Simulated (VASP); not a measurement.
Method: optB86b-vdW, VASP's PBE PAW potentials (set 64) (plane waves; VASP).

VASP input:

### INCAR
```
! general
SYSTEM  =Tl
PREC    =Accurate
ENCUT   =520
LREAL   =.False.
LASPH   =.True.

! electronic loop
EDIFF   =1E-6
NELM    =100
ALGO    =Normal
LMAXMIX =4

! smearing
ISMEAR  =1
SIGMA   =0.1

! functional
GGA     =MK
LUSE_VDW=.True.
AGGAC   =0.0
PARAM1  =0.1234
PARAM2  =1.0

! ions
IBRION  =2
NSW     =60
ISIF    =3
EDIFFG  =-0.01

! output
LWAVE   =.False.
LCHARG  =.False.
```

### KPOINTS
```
Automatic
0
Gamma
 11 11 6
0 0 0
```

POSCAR:
```
Tl
1
    1.7300000000    -2.9964480000     0.0000000000
    1.7300000000     2.9964480000     0.0000000000
    0.0000000000     0.0000000000     5.5200000000
Tl
2
Direct
  0.3333330000   0.6666670000   0.2500000000
  0.6666670000   0.3333330000   0.7500000000
```

POTCAR, in this order: Tl_d (PBE.64 set). Program: vasp_std.

Energy and stress use the plane-wave basis of the starting cell. Unless said otherwise, spin-orbit coupling is left out, though it shifts the bands of the heavy elements here.

What does the run give for the energy per atom (σ→0), volume per atom, band gap (on the k-mesh)?

| Item | Result |
|---|---|
| energy per atom (σ→0) | 0.771 eV/atom |
| band gap (on the k-mesh) | none (metal, semimetal or under 0.01 eV) |
| volume per atom | 29.58 Å^3/atom |

### OSZICAR
```
...
   2 F= 0.15414843E+01 E0= 0.15418474E+01  d E =-.729313E-02
       N       E                     dE             d eps       ncg     rms          rms(c)
DAV:   1     0.154043724637E+01   -0.10470E-02   -0.19122E-02  2183   0.125E+00    0.183E-01
DAV:   2     0.154133113133E+01    0.89388E-03   -0.19615E-03  2180   0.375E-01    0.584E-02
DAV:   3     0.154144927087E+01    0.11814E-03   -0.41121E-04  2187   0.176E-01    0.436E-02
DAV:   4     0.154145586334E+01    0.65925E-05   -0.18136E-05  2214   0.262E-02    0.496E-03
DAV:   5     0.154145634168E+01    0.47834E-06   -0.55068E-06  2195   0.201E-02
   3 F= 0.15414563E+01 E0= 0.15418200E+01  d E =-.732111E-02
```

The compound is Tl in the hcp structure. This run relaxes it. Symmetry was kept, so distortions that lower it aren't found.
